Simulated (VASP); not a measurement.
# GaGe (F-43m) in VASP: further runs

The runs below take GaGe through single point, with r2SCAN.

All numbers are computed with VASP 6.6.1; they aren't measurements. Logs are shortened: lines on timing, memory, paths and dates and some standing lists are left out, and cuts for length are marked.

## Step 1: The crystal as given

Symmetry: F-43m, No. 216, cubic system. The conventional cell has a = 5.796 Å, b = 5.796 Å, c = 5.796 Å, α = 90.00°, β = 90.00°, γ = 90.00°. Ge (site symmetry -43m) is surrounded by 4 Ga at 2.51 Å. Ga (site symmetry -43m) is surrounded by 4 Ge at 2.51 Å.

The cell comes from a database or a generator and needn't be the stable form of this composition.

## Step 2: Single point, r2SCAN

The input, INCAR:

```
PREC     = Accurate       # precision mode
ENCUT    = 450            # plane-wave cutoff, eV
EDIFF    = 1E-5           # SCF threshold, eV
ISMEAR   = 0              # smearing method
SIGMA    = 0.05           # smearing width, eV
LREAL    = F              # projectors in reciprocal space
LASPH    = T              # aspherical terms in the spheres
NELM     = 100            # most SCF steps
ALGO     = Normal         # electronic algorithm
ISIF     = 2              # what is computed and relaxed
LWAVE    = F              # write WAVECAR
LCHARG   = F              # write CHGCAR
METAGGA  = R2SCAN         # meta-GGA
LMIXTAU  = T            
ADDGRID  = F
```

The input, KPOINTS:

```
Automatic mesh
0
Gamma
  4 4 4
```

The input, POSCAR:

```
GaGe
1.0
    0.0000000000      2.8978440000      2.8978440000
    2.8978440000      0.0000000000      2.8978440000
    2.8978440000      2.8978440000      0.0000000000
Ge Ga
1 1
Direct
    0.0000000000      0.0000000000      0.0000000000
    0.2500000000      0.2500000000      0.2500000000
```

Potentials or basis: VASP PAW PBE potentials, release 64 (Ge, Ga).

Command:

```
$ cat potpaw_PBE.64/Ge/POTCAR potpaw_PBE.64/Ga/POTCAR > POTCAR
$ mpirun -np 1 vasp_std > vasp.out
```

OUTCAR:

```text
PREC = Accurate
   ENCUT = 450
   EDIFF = 1E-5
   ISMEAR = 0
   LREAL = F
   LASPH = T
   NELM = 100
   ISIF = 2
   METAGGA = R2SCAN

 Found      8 irreducible k-points:

 Following reciprocal coordinates:
            Coordinates               Weight
  0.000000  0.000000  0.000000      1.000000
  0.250000  0.000000  0.000000      8.000000
  0.500000  0.000000  0.000000      4.000000
  0.250000  0.250000  0.000000      6.000000
  0.500000  0.250000  0.000000     24.000000
 -0.250000  0.250000  0.000000     12.000000
   k-points           NKPTS =      8   k-points in BZ     NKDIM =      8   number of bands    NBANDS=      7
   number of dos      NEDOS =    301   number of ions     NIONS =      2
   total plane-waves  NPLWV =  21952
   dimension x,y,z NGX =    28 NGY =   28 NGZ =   28
   dimension x,y,z NGXF=    56 NGYF=   56 NGZF=   56
   ions per type =               1   1
   NGX,Y,Z   is equivalent  to a cutoff of  11.36, 11.36, 11.36 a.u.
   NGXF,Y,Z  is equivalent  to a cutoff of  22.72, 22.72, 22.72 a.u.
 SYSTEM =  unknown system
   PREC   = accura    normal or accurate (medium, high low for compatibility)
   ISTART =      0    job   : 0-new  1-cont  2-samecut
   ICHARG =      2    charge: 1-file 2-atom 10-const
   ISPIN  =      1    spin polarized calculation?
   LNONCOLLINEAR =      F non collinear calculations
   LSORBIT =      F    spin-orbit coupling
   LASPH  =      T    aspherical Exc in radial PAW
   ENCUT  =  450.0 eV  33.07 Ry    5.75 a.u.   7.09  7.09  7.09*2*pi/ulx,y,z
   NELM   =    100;   NELMIN=  2; NELMDL= -5     # of ELM steps
   EDIFF  = 0.1E-04   stopping-criterion for ELM
   LREAL  =      F    real-space projection
   EDIFFG = 0.1E-03   stopping-criterion for IOM
   NSW    =      0    number of steps for IOM
   IBRION =     -1    ionic relax: 0-MD 1-quasi-New 2-CG
   NFREE  =      0    steps in history (QN), initial steepest desc. (CG)
   ISIF   =      2    stress and relaxation
   ISYM   =      2    0-nonsym 1-usesym 2-fastsym
   POTIM  = 0.5000    time-step for ionic-motion
   TEBEG  =    0.0;   TEEND  =   0.0 temperature during run
   PSTRESS=    0.0 pullay stress
   NELECT =       7.0000    total number of electrons
   NUPDOWN=      -1.0000    fix difference up-down
   EMIN   =  10.00;   EMAX   =-10.00  energy-range for DOS
   EFERMI =   0.00;   METHOD = LEGACY
   ISMEAR =     0;   SIGMA  =   0.05  broadening in eV -4-tet -1-fermi 0-gaus
   EFERMI_NEDOS =   21; number of points for ismear=-14 and -15
   IALGO  =     38    algorithm
   IMIX   =      4    mixing-type and parameters
     AMIX     =   0.40;   BMIX     =  1.00
     AMIX_MAG =   1.60;   BMIX_MAG =  1.00
  volume/ion in A,a.u.               =      24.33       164.22
  Fermi-wavevector in a.u.,A,eV,Ry     =   0.857740  1.620894 10.010058  0.735719
  Thomas-Fermi vector in A             =   1.974840
   LORBIT       =      0    0 simple, 1 ext, 2 COOP (PROOUT), +10 PAW based schemes
   METAGGA = R2SCAN    functional components
   LHFCALC =     F    Hartree Fock is set to
   AEXX    =    0.0000 exact exchange contribution
   IVDW    =     0    specifies the selected vdW correction
   LEPSILON=     F    determine dielectric tensor
   LRPA    =     F    only Hartree local field effects (RPA)
 non-spin polarized calculation
 Gauss-broadening in eV      SIGMA  =   0.05
  energy-cutoff  :      450.00
  volume of cell :       48.67
 maximum number of plane-waves:      1067
   NGX = 15   NGY = 15   NGZ = 15

 number of electron       7.0000000 magnetization

 Free energy of the ion-electron system (eV)
  ---------------------------------------------------
  ext. energy  EPLUGINS =         0.00000000
  ---------------------------------------------------
  free energy    TOTEN  =       -24.93539145 eV

  energy without entropy =      -24.93010523  energy(sigma->0) =      -24.93274834

 E-fermi :   1.4625     XC(G=0):  -9.1412

 val. band max:        1.4553402945   @ k =  -0.2500   0.2500   0.0000
 cond. band min:       1.5562164988   @ k =   0.5000   0.0000   0.0000
 fundamental gap:      0.1008762044
 Fermi energy:         1.4625368891

 k-point     1 :       0.0000    0.0000    0.0000
  band No.  band energies     occupation
      1      -9.7898      2.00000
      2       2.9286      0.00000
      3       2.9286      0.00000
      4       2.9286      0.00000
      5       3.7853      0.00000
      6       5.8068      0.00000
      7       5.8068      0.00000

 k-point     2 :       0.2500    0.0000    0.0000
  band No.  band energies     occupation
      1      -9.0618      2.00000
      2      -1.5158      2.00000
      3       2.0781      0.00000
      4       2.0781      0.00000
      5       4.1040      0.00000
      6       6.8238      0.00000
      7       6.8238      0.00000

 k-point     3 :       0.5000    0.0000    0.0000
  band No.  band energies     occupation
      1      -7.7854      2.00000
      2      -4.3605      2.00000
      3       1.5562      0.00806
      4       1.5562      0.00806
      5       3.6267      0.00000
      6       6.8490      0.00000
      7       6.8490      0.00000

 k-point     4 :       0.2500    0.2500    0.0000
  band No.  band energies     occupation
      1      -8.8018      2.00000
      2      -1.3800      2.00000
      3       0.9107      2.00000
      4       0.9107      2.00000
      5       4.1835      0.00000
      6       5.9255      0.00000
      7       9.0731      0.00000

 k-point     5 :       0.5000    0.2500    0.0000
  band No.  band energies     occupation
      1      -7.4210      2.00000
      2      -3.9862      2.00000
      3      -0.7632      2.00000
      4       0.5408      2.00000
      5       4.5626      0.00000
      6       7.3641      0.00000
      7       8.6240      0.00000

 k-point     6 :      -0.2500    0.2500    0.0000
  band No.  band energies     occupation
      1      -7.9693      2.00000
      2      -3.1932      2.00000
      3      -0.9227      2.00000
      4       1.4553      1.16130
      5       5.2211      0.00000
      6       7.9729      0.00000
      7       8.2525      0.00000

 [... further k-points ...]

------------------------ aborting loop because EDIFF is reached ----------------------------------------

  FORCE on cell =-STRESS in cart. coord.  units (eV):
  Direction    XX          YY          ZZ          XY          YZ          ZX
  --------------------------------------------------------------------------------------
  -------------------------------------------------------------------------------------
  Total       -0.8034428     -0.8034428     -0.8034428     -0.0000000      0.0000000     -0.0000000
  in kB      -26.4490783    -26.4490783    -26.4490783     -0.0000000      0.0000000     -0.0000000
  external PRESSURE =     -26.4490783 kB  Pullay stress =       0.0000000 kB

 VOLUME and BASIS-vectors are now :
 -----------------------------------------------------------------------------
  energy-cutoff  :      450.00
  volume of cell :       48.67
      direct lattice vectors                 reciprocal lattice vectors
     0.000000000  2.897844000  2.897844000    -0.172542069  0.172542069  0.172542069
     2.897844000  0.000000000  2.897844000     0.172542069 -0.172542069  0.172542069
     2.897844000  2.897844000  0.000000000     0.172542069  0.172542069 -0.172542069

 POSITION                                       TOTAL-FORCE (eV/Angst)
 -----------------------------------------------------------------------------------
      0.00000      0.00000      0.00000         0.000000      0.000000      0.000000
      1.44892      1.44892      1.44892        -0.000000     -0.000000     -0.000000
 -----------------------------------------------------------------------------------
    total drift:                                0.000000      0.000000      0.000000

  FREE ENERGIE OF THE ION-ELECTRON SYSTEM (eV)
  ---------------------------------------------------
  free  energy   TOTEN  =       -24.9353914473 eV

  energy  without entropy=      -24.9301052326  energy(sigma->0) =      -24.93274834
```

Wall time 27 s (1 thread of AMD EPYC 7R43 (Zen 3), shared host); peak memory 0.12 GiB.

The run converged, but some of its settings lie outside the range that counts as converged, so its numbers aren't taken as properties of the crystal.

What came out:

```
Free energy            : -24.9354 eV
Pressure               : -2.6 GPa
Band gap on the k mesh : none (metal or under the smearing width)
```

Caveat: the k mesh is coarse (spacing up to 0.47 Å⁻¹), so the values aren't converged; the PAW data sets were made with another functional, which shifts forces and pressure a little.

## Step 3: Single point, r2SCAN

INCAR, as its differences from that of step 2:

```diff
@@ -2,3 +2,3 @@
 ENCUT    = 450            # plane-wave cutoff, eV
-EDIFF    = 1E-5           # SCF threshold, eV
+EDIFF    = 1E-6           # SCF threshold, eV
 ISMEAR   = 0              # smearing method
@@ -14,2 +14,2 @@
 LMIXTAU  = T            
-ADDGRID  = F
+ADDGRID  = T
```

KPOINTS is that of step 2.

POSCAR is that of step 2.

Potentials or basis: VASP PAW PBE potentials, release 64 (Ge, Ga).

Command:

```
$ cat potpaw_PBE.64/Ge/POTCAR potpaw_PBE.64/Ga/POTCAR > POTCAR
$ mpirun -np 1 vasp_std > vasp.out
```

OUTCAR:

```text
PREC = Accurate
   ENCUT = 450
   EDIFF = 1E-6
   ISMEAR = 0
   LREAL = F
   LASPH = T
   NELM = 100
   ISIF = 2
   METAGGA = R2SCAN

 Found      8 irreducible k-points:

 Following reciprocal coordinates:
            Coordinates               Weight
  0.000000  0.000000  0.000000      1.000000
  0.250000  0.000000  0.000000      8.000000
  0.500000  0.000000  0.000000      4.000000
  0.250000  0.250000  0.000000      6.000000
  0.500000  0.250000  0.000000     24.000000
 -0.250000  0.250000  0.000000     12.000000
   k-points           NKPTS =      8   k-points in BZ     NKDIM =      8   number of bands    NBANDS=      7
   number of dos      NEDOS =    301   number of ions     NIONS =      2
   total plane-waves  NPLWV =  21952
   dimension x,y,z NGX =    28 NGY =   28 NGZ =   28
   dimension x,y,z NGXF=    56 NGYF=   56 NGZF=   56
   ions per type =               1   1
   NGX,Y,Z   is equivalent  to a cutoff of  11.36, 11.36, 11.36 a.u.
   NGXF,Y,Z  is equivalent  to a cutoff of  22.72, 22.72, 22.72 a.u.
 SYSTEM =  unknown system
   PREC   = accura    normal or accurate (medium, high low for compatibility)
   ISTART =      0    job   : 0-new  1-cont  2-samecut
   ICHARG =      2    charge: 1-file 2-atom 10-const
   ISPIN  =      1    spin polarized calculation?
   LNONCOLLINEAR =      F non collinear calculations
   LSORBIT =      F    spin-orbit coupling
   LASPH  =      T    aspherical Exc in radial PAW
   ENCUT  =  450.0 eV  33.07 Ry    5.75 a.u.   7.09  7.09  7.09*2*pi/ulx,y,z
   NELM   =    100;   NELMIN=  2; NELMDL= -5     # of ELM steps
   EDIFF  = 0.1E-05   stopping-criterion for ELM
   LREAL  =      F    real-space projection
   EDIFFG = 0.1E-04   stopping-criterion for IOM
   NSW    =      0    number of steps for IOM
   IBRION =     -1    ionic relax: 0-MD 1-quasi-New 2-CG
   NFREE  =      0    steps in history (QN), initial steepest desc. (CG)
   ISIF   =      2    stress and relaxation
   ISYM   =      2    0-nonsym 1-usesym 2-fastsym
   POTIM  = 0.5000    time-step for ionic-motion
   TEBEG  =    0.0;   TEEND  =   0.0 temperature during run
   PSTRESS=    0.0 pullay stress
   NELECT =       7.0000    total number of electrons
   NUPDOWN=      -1.0000    fix difference up-down
   EMIN   =  10.00;   EMAX   =-10.00  energy-range for DOS
   EFERMI =   0.00;   METHOD = LEGACY
   ISMEAR =     0;   SIGMA  =   0.05  broadening in eV -4-tet -1-fermi 0-gaus
   EFERMI_NEDOS =   21; number of points for ismear=-14 and -15
   IALGO  =     38    algorithm
   IMIX   =      4    mixing-type and parameters
     AMIX     =   0.40;   BMIX     =  1.00
     AMIX_MAG =   1.60;   BMIX_MAG =  1.00
  volume/ion in A,a.u.               =      24.33       164.22
  Fermi-wavevector in a.u.,A,eV,Ry     =   0.857740  1.620894 10.010058  0.735719
  Thomas-Fermi vector in A             =   1.974840
   LORBIT       =      0    0 simple, 1 ext, 2 COOP (PROOUT), +10 PAW based schemes
   METAGGA = R2SCAN    functional components
   LHFCALC =     F    Hartree Fock is set to
   AEXX    =    0.0000 exact exchange contribution
   IVDW    =     0    specifies the selected vdW correction
   LEPSILON=     F    determine dielectric tensor
   LRPA    =     F    only Hartree local field effects (RPA)
 non-spin polarized calculation
 Gauss-broadening in eV      SIGMA  =   0.05
  energy-cutoff  :      450.00
  volume of cell :       48.67
 maximum number of plane-waves:      1067
   NGX = 15   NGY = 15   NGZ = 15

 number of electron       7.0000000 magnetization

 Free energy of the ion-electron system (eV)
  ---------------------------------------------------
  ext. energy  EPLUGINS =         0.00000000
  ---------------------------------------------------
  free energy    TOTEN  =       -24.93539189 eV

  energy without entropy =      -24.93010565  energy(sigma->0) =      -24.93274877

 E-fermi :   1.4625     XC(G=0):  -9.1411

 val. band max:        1.4553356492   @ k =  -0.2500   0.2500   0.0000
 cond. band min:       1.5562087730   @ k =   0.5000   0.0000   0.0000
 fundamental gap:      0.1008731238
 Fermi energy:         1.4625321841

 k-point     1 :       0.0000    0.0000    0.0000
  band No.  band energies     occupation
      1      -9.7898      2.00000
      2       2.9286      0.00000
      3       2.9286      0.00000
      4       2.9286      0.00000
      5       3.7853      0.00000
      6       5.8068      0.00000
      7       5.8068      0.00000
[... 41 lines left out ...]
 k-point     6 :      -0.2500    0.2500    0.0000
  band No.  band energies     occupation
      1      -7.9693      2.00000
      2      -3.1931      2.00000
      3      -0.9226      2.00000
      4       1.4553      1.16129
      5       5.2211      0.00000
      6       7.9729      0.00000
      7       8.2526      0.00000

 [... further k-points ...]

------------------------ aborting loop because EDIFF is reached ----------------------------------------

  FORCE on cell =-STRESS in cart. coord.  units (eV):
  Direction    XX          YY          ZZ          XY          YZ          ZX
  --------------------------------------------------------------------------------------
  -------------------------------------------------------------------------------------
  Total       -0.8021178     -0.8021178     -0.8021178      0.0000000     -0.0000000      0.0000000
  in kB      -26.4054603    -26.4054603    -26.4054603      0.0000000     -0.0000000      0.0000000
  external PRESSURE =     -26.4054603 kB  Pullay stress =       0.0000000 kB

 VOLUME and BASIS-vectors are now :
 -----------------------------------------------------------------------------
  energy-cutoff  :      450.00
  volume of cell :       48.67
      direct lattice vectors                 reciprocal lattice vectors
     0.000000000  2.897844000  2.897844000    -0.172542069  0.172542069  0.172542069
     2.897844000  0.000000000  2.897844000     0.172542069 -0.172542069  0.172542069
     2.897844000  2.897844000  0.000000000     0.172542069  0.172542069 -0.172542069

 POSITION                                       TOTAL-FORCE (eV/Angst)
 -----------------------------------------------------------------------------------
      0.00000      0.00000      0.00000        -0.000000     -0.000000     -0.000000
      1.44892      1.44892      1.44892         0.000000      0.000000      0.000000
 -----------------------------------------------------------------------------------
    total drift:                               -0.000000     -0.000000     -0.000000

  FREE ENERGIE OF THE ION-ELECTRON SYSTEM (eV)
  ---------------------------------------------------
  free  energy   TOTEN  =       -24.9353918923 eV

  energy  without entropy=      -24.9301056527  energy(sigma->0) =      -24.93274877
```

OSZICAR:

```text
N       E                     dE             d eps       ncg     rms          rms(c)
DAV:   1    -0.765619403459E+01   -0.76562E+01   -0.23518E+03   112   0.669E+02
DAV:   2    -0.251931165629E+02   -0.17537E+02   -0.17282E+02   154   0.809E+01
DAV:   3    -0.255287471741E+02   -0.33563E+00   -0.32257E+00   161   0.138E+01
DAV:   4    -0.255290268857E+02   -0.27971E-03   -0.27971E-03   147   0.445E-01
DAV:   5    -0.255290272378E+02   -0.35211E-06   -0.35222E-06   168   0.143E-02    0.302E+00
DAV:   6    -0.248771702658E+02    0.65186E+00   -0.18840E-01   112   0.378E+00    0.199E+00
DAV:   7    -0.249660168125E+02   -0.88847E-01   -0.13901E-01   119   0.303E+00    0.195E-01
DAV:   8    -0.248899436049E+02    0.76073E-01   -0.10547E-01   112   0.290E+00    0.230E-01
DAV:   9    -0.249202282598E+02   -0.30285E-01   -0.59154E-03   112   0.703E-01    0.817E-02
DAV:  10    -0.249337138077E+02   -0.13486E-01   -0.63658E-03   112   0.885E-01    0.328E-02
DAV:  11    -0.249345207920E+02   -0.80698E-03   -0.11097E-04   126   0.107E-01    0.247E-02
DAV:  12    -0.249349049267E+02   -0.38413E-03   -0.45953E-04   112   0.230E-01    0.184E-02
DAV:  13    -0.249353355878E+02   -0.43066E-03   -0.17744E-04   126   0.151E-01    0.860E-03
DAV:  14    -0.249353678703E+02   -0.32282E-04   -0.69931E-06   161   0.238E-02    0.629E-03
DAV:  15    -0.249353839435E+02   -0.16073E-04   -0.58113E-06   112   0.235E-02    0.262E-03
DAV:  16    -0.249353919245E+02   -0.79809E-05   -0.40040E-06   112   0.221E-02    0.846E-04
DAV:  17    -0.249353918923E+02    0.32169E-07   -0.82103E-08    56   0.324E-03
   1 F= -.24935392E+02 E0= -.24932749E+02  d E =-.528624E-02
```

stdout:

```text
POSCAR found type information on POSCAR GeGa
 POSCAR found :  2 types and       2 ions
 scaLAPACK will be used
 -----------------------------------------------------------------------------
|                                                                             |
|                                                                             |
|     You enforced a specific xc type in the INCAR file but a different       |
|     I HOPE YOU KNOW WHAT YOU ARE DOING!                                     |
|                                                                             |
 -----------------------------------------------------------------------------

 LDA part: xc-table for (None), standard interpolation
 POSCAR, INCAR and KPOINTS ok, starting setup
 FFT: planning ... GRIDC
 FFT: planning ... GRID_SOFT
 FFT: planning ... GRID
 WAVECAR not read
 entering main loop
```

Wall time 40 s (1 thread of AMD EPYC 7R43 (Zen 3), shared host); peak memory 0.21 GiB.

The run converged, but some of its settings lie outside the range that counts as converged, so its numbers aren't taken as properties of the crystal.

Results:

| Item | Value |
| --- | --- |
| Free energy | -24.9354 eV |
| Pressure | -2.6 GPa |
| Band gap on the k mesh | none (metal or under the smearing width) |

Caveat: the k mesh is coarse (spacing up to 0.47 Å⁻¹), so the values aren't converged; the PAW data sets were made with another functional, which shifts forces and pressure a little.
